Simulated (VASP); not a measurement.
Calculation: r2SCAN+rVV10, VASP's PBE PAW potentials (set 64) (plane waves; VASP).

Input for VASP

### INCAR
```
SIGMA = 0.05
ISIF = 4
PREC = Accurate
LASPH = .TRUE.
LCHARG = .FALSE.
METAGGA = R2SCAN
NSW = 30
SYSTEM = AlN
LREAL = .FALSE.   ! projection in real space or not
LUSE_VDW = .TRUE.
IBRION = 2   ! conjugate gradients
BPARAM = 11.95
LWAVE = .FALSE.
ENCUT = 520   ! plane-wave cut-off (eV)
CPARAM = 0.0093
ISMEAR = 0
EDIFFG = -0.01   ! ionic stop
LMIXTAU = .TRUE.
EDIFF = 1E-7
NELM = 100
ALGO = Normal
```

**POSCAR**
```
AlN
1
    1.5355537183    -2.6596570521     0.0000000000
    1.5355537183     2.6596570521     0.0000000000
    0.0000000000     0.0000000000     4.9185822970
Al N
2 2
Direct
  0.6666670000   0.3333330000   0.5000715417
  0.3333330000   0.6666670000   0.0000715417
  0.6666670000   0.3333330000   0.8819284583
  0.3333330000   0.6666670000   0.3819284583
```

File KPOINTS:
```
Automatic
0
Gamma
 8 8 5
```

POTCAR, in this order: Al N (PBE.64 set). Program: vasp_std.

Output

OUTCAR:
```
 ion  position               nearest neighbor table
   1  0.667  0.333  0.500-   4 1.87   4 1.87   4 1.87   3 1.88   2 3.03   2 3.03   2 3.03   2 3.03
                             2 3.03   2 3.03
   2  0.333  0.667  0.000-   3 1.87   3 1.87   3 1.87   4 1.88   1 3.03   1 3.03   1 3.03   1 3.03
                             1 3.03   1 3.03
   3  0.667  0.333  0.882-   2 1.87   2 1.87   2 1.87   1 1.88
   4  0.333  0.667  0.382-   1 1.87   1 1.87   1 1.87   2 1.88
  LATTYP: Found a hexagonal cell.
 ALAT       =     3.0711074316
 C/A-ratio  =     1.6015663426
 Subroutine PRICEL returns:
 Original cell was already a primitive cell.
 Subroutine GETGRP returns: Found 12 space group operations
The static configuration has the point symmetry C_3v.
 The point group associated with its full space group is C_6v.
The dynamic configuration has the point symmetry C_3v.
 Subroutine INISYM returns: Found 12 space group operations
 Subroutine IBZKPT returns following result:
 Found     30 irreducible k-points:

 Following reciprocal coordinates:
            Coordinates               Weight
  0.000000  0.000000  0.000000      1.000000
  0.125000  0.000000  0.000000      6.000000
  0.250000  0.000000  0.000000      6.000000
...
```

OSZICAR:
```
       N       E                     dE             d eps       ncg     rms          rms(c)
DAV:   1     0.424609082010E+02    0.42461E+02   -0.80101E+03   720   0.125E+03
DAV:   2    -0.426948140807E+02   -0.85156E+02   -0.78497E+02  1036   0.236E+02
DAV:   3    -0.467233847511E+02   -0.40286E+01   -0.40137E+01   944   0.558E+01
DAV:   4    -0.467563077884E+02   -0.32923E-01   -0.32918E-01   804   0.587E+00
DAV:   5    -0.467567832405E+02   -0.47545E-03   -0.47544E-03   940   0.719E-01    0.128E+01
DAV:   6    -0.385888333206E+02    0.81679E+01   -0.14201E+01   856   0.291E+01    0.583E+00
DAV:   7    -0.375163261027E+02    0.10725E+01   -0.65930E-01   756   0.847E+00    0.316E+00
DAV:   8    -0.396592998228E+02   -0.21430E+01   -0.15099E+00   868   0.107E+01    0.236E+00
DAV:   9    -0.378379172916E+02    0.18214E+01   -0.97808E-01   720   0.966E+00    0.448E-01
DAV:  10    -0.377340605846E+02    0.10386E+00   -0.54589E-02   764   0.289E+00    0.462E-01
DAV:  11    -0.378150837899E+02   -0.81023E-01   -0.10848E-02   728   0.147E+00    0.376E-01
DAV:  12    -0.378500565517E+02   -0.34973E-01   -0.22782E-02   720   0.203E+00    0.242E-01
DAV:  13    -0.380550545034E+02   -0.20500E+00   -0.59253E-02   736   0.247E+00    0.262E-01
DAV:  14    -0.380552603154E+02   -0.20581E-03   -0.10155E-03   920   0.327E-01    0.232E-01
DAV:  15    -0.380551385802E+02    0.12174E-03   -0.70439E-05   780   0.117E-01    0.224E-01
DAV:  16    -0.380559725015E+02   -0.83392E-03   -0.30768E-04   720   0.208E-01    0.191E-01
DAV:  17    -0.380559609292E+02    0.11572E-04   -0.15374E-04   756   0.138E-01    0.124E-01
DAV:  18    -0.380560060482E+02   -0.45119E-04   -0.11826E-05   788   0.416E-02    0.105E-01
DAV:  19    -0.380559489028E+02    0.57145E-04   -0.74084E-05   724   0.910E-02    0.400E-02
DAV:  20    -0.380559767183E+02   -0.27815E-04   -0.46347E-05   896   0.556E-02    0.782E-02
DAV:  21    -0.380559727752E+02    0.39431E-05   -0.45017E-06   724   0.300E-02    0.634E-02
DAV:  22    -0.380560408154E+02   -0.68040E-04   -0.13134E-05   720   0.488E-02    0.169E-02
DAV:  23    -0.380560375971E+02    0.32184E-05   -0.26977E-06   788   0.183E-02    0.193E-03
DAV:  24    -0.380560454948E+02   -0.78977E-05   -0.28408E-07   788   0.760E-03    0.153E-03
DAV:  25    -0.380560451823E+02    0.31254E-06   -0.49448E-08   456   0.321E-03    0.673E-04
DAV:  26    -0.380560483247E+02   -0.31425E-05   -0.18566E-08   364   0.191E-03    0.305E-04
DAV:  27    -0.380560477706E+02    0.55417E-06   -0.41202E-09   360   0.642E-04    0.333E-04
DAV:  28    -0.380560481838E+02   -0.41318E-06   -0.19906E-09   360   0.453E-04    0.220E-04
DAV:  29    -0.380560483367E+02   -0.15298E-06   -0.29228E-10   360   0.233E-04    0.161E-04
DAV:  30    -0.380560483247E+02    0.12027E-07   -0.19088E-10   360   0.195E-04
   1 F= -.38056048E+02 E0= -.38056048E+02  d E =-.380560E+02
       N       E                     dE             d eps       ncg     rms          rms(c)
DAV:   1    -0.380561718503E+02   -0.12351E-03   -0.53903E-03   720   0.714E-01    0.465E-02
DAV:   2    -0.380561373650E+02    0.34485E-04   -0.66729E-05   904   0.810E-02    0.277E-02
DAV:   3    -0.380560996097E+02    0.37755E-04   -0.41928E-05   788   0.627E-02    0.253E-03
DAV:   4    -0.380561231573E+02   -0.23548E-04   -0.51553E-06   804   0.267E-02    0.150E-03
DAV:   5    -0.380561018733E+02    0.21284E-04   -0.22833E-06   732   0.184E-02    0.131E-03
DAV:   6    -0.380561163715E+02   -0.14498E-04   -0.12404E-06   720   0.137E-02    0.407E-04
DAV:   7    -0.380561137664E+02    0.26051E-05   -0.70577E-08   476   0.318E-03    0.252E-04
DAV:   8    -0.380561155436E+02   -0.17772E-05   -0.10146E-08   360   0.119E-03    0.112E-04
DAV:   9    -0.380561147244E+02    0.81924E-06   -0.58746E-09   360   0.930E-04    0.515E-05
DAV:  10    -0.380561147303E+02   -0.59476E-08   -0.27149E-09   360   0.610E-04
   2 F= -.38056115E+02 E0= -.38056115E+02  d E =-.664056E-04
       N       E                     dE             d eps       ncg     rms          rms(c)
DAV:   1    -0.380561148284E+02   -0.10406E-06   -0.75131E-06   720   0.267E-02    0.175E-03
DAV:   2    -0.380561150665E+02   -0.23809E-06   -0.86481E-08   632   0.298E-03    0.104E-03
DAV:   3    -0.380561141692E+02    0.89733E-06   -0.56796E-08   360   0.241E-03    0.857E-05
DAV:   4    -0.380561152728E+02   -0.11036E-05   -0.84108E-09   360   0.102E-03    0.595E-05
DAV:   5    -0.380561144412E+02    0.83161E-06   -0.31107E-09   360   0.643E-04    0.503E-05
DAV:   6    -0.380561150620E+02   -0.62084E-06   -0.17858E-09   360   0.495E-04    0.249E-05
DAV:   7    -0.380561149017E+02    0.16030E-06   -0.18298E-10   360   0.141E-04    0.227E-05
DAV:   8    -0.380561149831E+02   -0.81442E-07   -0.23438E-11   360   0.617E-05
   3 F= -.38056115E+02 E0= -.38056115E+02  d E =-.666584E-04
       N       E                     dE             d eps       ncg     rms          rms(c)
DAV:   1    -0.380561367602E+02   -0.21858E-04   -0.93666E-03   720   0.915E-01    0.158E-02
DAV:   2    -0.380561381981E+02   -0.14380E-05   -0.13294E-04   856   0.103E-01    0.108E-02
DAV:   3    -0.380561373226E+02    0.87557E-06   -0.44374E-06   796   0.294E-02    0.577E-03
DAV:   4    -0.380561343034E+02    0.30191E-05   -0.45237E-06   764   0.225E-02    0.173E-03
DAV:   5    -0.380561388267E+02   -0.45233E-05   -0.22395E-06   720   0.231E-02    0.111E-03
DAV:   6    -0.380561376099E+02    0.12168E-05   -0.91383E-07   720   0.130E-02    0.592E-04
DAV:   7    -0.380561381357E+02   -0.52579E-06   -0.49978E-08   400   0.297E-03    0.216E-04
DAV:   8    -0.380561379567E+02    0.17900E-06   -0.45093E-08   360   0.283E-03    0.791E-05
DAV:   9    -0.380561382632E+02   -0.30645E-06   -0.65695E-09   360   0.117E-03    0.615E-05
DAV:  10    -0.380561382692E+02   -0.60529E-08   -0.10724E-09   360   0.392E-04
   4 F= -.38056138E+02 E0= -.38056138E+02  d E =-.232861E-04
```

File OUTCAR:
```
------------------------ aborting loop because EDIFF is reached ----------------------------------------
  FORCE on cell =-STRESS in cart. coord.  units (eV):
  Direction    XX          YY          ZZ          XY          YZ          ZX
  --------------------------------------------------------------------------------------
  Total        1.7136391      1.7136390      1.7020031      0.0000000      0.0000000      0.0000000
  in kB       68.3391136     68.3391133     67.8750780      0.0000000      0.0000000      0.0000000
  external PRESSURE =      68.1844350 kB  Pullay stress =       0.0000000 kB
  volume of cell :       40.18
      direct lattice vectors                 reciprocal lattice vectors
     1.536542824 -2.661370233 -0.000000000     0.325405835 -0.187873147  0.000000000
     1.536542824  2.661370233  0.000000000     0.325405835  0.187873147 -0.000000000
     0.000000000  0.000000000  4.912251940     0.000000000 -0.000000000  0.203572621
  FREE ENERGIE OF THE ION-ELECTRON SYSTEM (eV)
  ---------------------------------------------------
  free  energy   TOTEN  =       -38.0561382692 eV

  energy  without entropy=      -38.0561382692  energy(sigma->0) =      -38.05613827

 reached required accuracy - stopping structural energy minimisation
```
(Selected blocks of OUTCAR.)

### CONTCAR
```
AlN
   1.00000000000000
     1.5365428242997852   -2.6613702333119584   -0.0000000000000000
     1.5365428242997852    2.6613702333119584    0.0000000000000000
     0.0000000000000000    0.0000000000000000    4.9122519397366711
  Al              N
     2     2
Direct
     0.6666669999999968    0.3333330000000032    0.4997858919174526
     0.3333330000000032    0.6666669999999968    0.9997858919174525
     0.6666669999999968    0.3333330000000032    0.8822141080825524
     0.3333330000000032    0.6666669999999968    0.3822141080825524
```

The compound is AlN in the wurtzite structure. This cell is one point of a volume scan, at 0.97 of the reference volume. Symmetry was kept, so distortions that lower it aren't found.
